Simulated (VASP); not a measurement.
Output of a VASP run:

### OSZICAR
```
...
DAV:   2    -0.796374232460E+01   -0.24106E+01   -0.21987E+01  1935   0.337E+01
DAV:   3    -0.798260624163E+01   -0.18864E-01   -0.18860E-01  1935   0.370E+00
DAV:   4    -0.798268299407E+01   -0.76752E-04   -0.76753E-04  1905   0.225E-01
DAV:   5    -0.798268347438E+01   -0.48031E-06   -0.47988E-06  1975   0.161E-02    0.308E+00
DAV:   6    -0.802754571762E+01   -0.44862E-01   -0.15789E-01  1860   0.297E+00    0.207E+00
DAV:   7    -0.807315621000E+01   -0.45610E-01   -0.11321E-01  1660   0.258E+00    0.106E+00
DAV:   8    -0.782387524787E+01    0.24928E+00   -0.14529E-01  1460   0.347E+00    0.183E-01
DAV:   9    -0.775299553053E+01    0.70880E-01   -0.12488E-01  1460   0.438E+00    0.362E-01
DAV:  10    -0.797950628551E+01   -0.22651E+00   -0.55620E-01  1615   0.537E+00    0.128E-01
DAV:  11    -0.771408739660E+01    0.26542E+00   -0.12389E-01  1480   0.380E+00    0.386E-01
DAV:  12    -0.769365995887E+01    0.20427E-01   -0.12311E-02  1485   0.135E+00    0.461E-01
DAV:  13    -0.771887739274E+01   -0.25217E-01   -0.19985E-02  1510   0.233E+00    0.644E-01
DAV:  14    -0.772492735619E+01   -0.60500E-02   -0.14013E-03  1830   0.414E-01    0.599E-01
DAV:  15    -0.773086167911E+01   -0.59343E-02   -0.19979E-03  1505   0.446E-01    0.536E-01
DAV:  16    -0.772636863022E+01    0.44930E-02   -0.90383E-04  1475   0.317E-01    0.538E-01
DAV:  17    -0.774731331549E+01   -0.20945E-01   -0.33045E-02  1535   0.164E+00    0.424E-01
DAV:  18    -0.774832197941E+01   -0.10087E-02   -0.14180E-02  1560   0.172E+00    0.236E-01
DAV:  19    -0.775026085032E+01   -0.19389E-02   -0.80789E-03  1605   0.100E+00    0.184E-01
DAV:  20    -0.775051790998E+01   -0.25706E-03   -0.23144E-04  1655   0.175E-01    0.154E-01
DAV:  21    -0.774956822819E+01    0.94968E-03   -0.76325E-04  1470   0.332E-01    0.138E-01
DAV:  22    -0.774941827668E+01    0.14995E-03   -0.12336E-04  1490   0.161E-01    0.114E-01
DAV:  23    -0.774899599625E+01    0.42228E-03   -0.15780E-03  1460   0.468E-01    0.713E-02
DAV:  24    -0.774887418856E+01    0.12181E-03   -0.91930E-04  1465   0.318E-01    0.484E-02
DAV:  25    -0.774892884573E+01   -0.54657E-04   -0.64760E-05  1480   0.114E-01    0.348E-02
DAV:  26    -0.774895772675E+01   -0.28881E-04   -0.24952E-04  1480   0.214E-01    0.127E-02
DAV:  27    -0.774897337371E+01   -0.15647E-04   -0.68408E-05  1575   0.104E-01    0.117E-02
DAV:  28    -0.774896623241E+01    0.71413E-05   -0.65038E-06  1505   0.355E-02    0.112E-02
DAV:  29    -0.774895377446E+01    0.12458E-04   -0.11933E-04  1495   0.154E-01    0.110E-02
DAV:  30    -0.774896504214E+01   -0.11268E-04   -0.14383E-05  1595   0.543E-02    0.883E-03
DAV:  31    -0.774897515148E+01   -0.10109E-04   -0.16153E-05  1490   0.490E-02    0.742E-03
DAV:  32    -0.774897718860E+01   -0.20371E-05   -0.23687E-06  1705   0.191E-02    0.629E-03
DAV:  33    -0.774899157039E+01   -0.14382E-04   -0.19328E-05  1475   0.379E-02    0.637E-03
DAV:  34    -0.774899870121E+01   -0.71308E-05   -0.24499E-05  1545   0.525E-02    0.631E-03
DAV:  35    -0.774899976387E+01   -0.10627E-05   -0.15315E-06  1655   0.104E-02    0.393E-03
DAV:  36    -0.774900133662E+01   -0.15727E-05   -0.48662E-06  1465   0.170E-02    0.450E-03
DAV:  37    -0.774900186718E+01   -0.53056E-06   -0.41610E-06  1550   0.183E-02    0.454E-03
DAV:  38    -0.774900210053E+01   -0.23335E-06   -0.49610E-07  1490   0.714E-03    0.274E-03
DAV:  39    -0.774900195297E+01    0.14756E-06   -0.46273E-07  1505   0.804E-03    0.194E-03
DAV:  40    -0.774900189331E+01    0.59663E-07   -0.50734E-08   925   0.266E-03
   1 F= -.77490019E+01 E0= -.77490797E+01  d E =0.233531E-03
```

OUTCAR:
```
------------------------ aborting loop because EDIFF is reached ----------------------------------------
  FORCE on cell =-STRESS in cart. coord.  units (eV):
  Direction    XX          YY          ZZ          XY          YZ          ZX
  --------------------------------------------------------------------------------------
  Total        0.0268516      0.0268516      0.0268516      0.0000000      0.0000000      0.0000000
  in kB        2.6854873      2.6854873      2.6854873      0.0000000      0.0000000      0.0000000
  external PRESSURE =       2.6854873 kB  Pullay stress =       0.0000000 kB
  volume of cell :       16.02
      direct lattice vectors                 reciprocal lattice vectors
     0.000000000  2.000825654  2.000825654    -0.249896836  0.249896836  0.249896836
     2.000825654  0.000000000  2.000825654     0.249896836 -0.249896836  0.249896836
     2.000825654  2.000825654  0.000000000     0.249896836  0.249896836 -0.249896836
 POSITION                                       TOTAL-FORCE (eV/Angst)
 -----------------------------------------------------------------------------------
      0.00000      0.00000      0.00000         0.000000      0.000000      0.000000
 -----------------------------------------------------------------------------------
    total drift:                                0.000000     -0.000000     -0.000000
  FREE ENERGIE OF THE ION-ELECTRON SYSTEM (eV)
  ---------------------------------------------------
  free  energy   TOTEN  =        -7.7490018933 eV

  energy  without entropy=       -7.7492354247  energy(sigma->0) =       -7.74907974
```
(Selected blocks of OUTCAR.)

File POSCAR:
```
Al
1
    0.0000000000     2.0008256535     2.0008256535
    2.0008256535     0.0000000000     2.0008256535
    2.0008256535     2.0008256535     0.0000000000
Al
1
Direct
  1.0000000000   0.0000000000   0.0000000000
```

Task: Write an INCAR and KPOINTS that could have produced this output.

Result: One answer among several that fit: the input of the run itself, SCAN meta-GGA, plane waves, VASP's PBE PAW potentials (set 64).

File KPOINTS:
```
Automatic mesh
0
Gamma
16 16 16
0 0 0
```

**INCAR**
```
ISIF  =  2   # forces and stress, cell fixed
EDIFF  =  1E-7   # SCF stop (eV)
SIGMA  =  0.1   # width (eV)
LREAL  =  .FALSE.   # projection in real space or not
ENCUT  =  520
SYSTEM  =  Al
PREC  =  Accurate
ISMEAR  =  1   # Methfessel-Paxton
METAGGA  =  SCAN
LASPH  =  .TRUE.   # aspherical one-centre terms
LMIXTAU  =  .TRUE.
LCHARG  =  .FALSE.
LWAVE  =  .FALSE.
ALGO  =  Normal
NELM  =  100
```

POTCAR, in this order: Al (PBE.64 set). Program: vasp_std.

The compound is Al in the fcc structure. It was relaxed first.
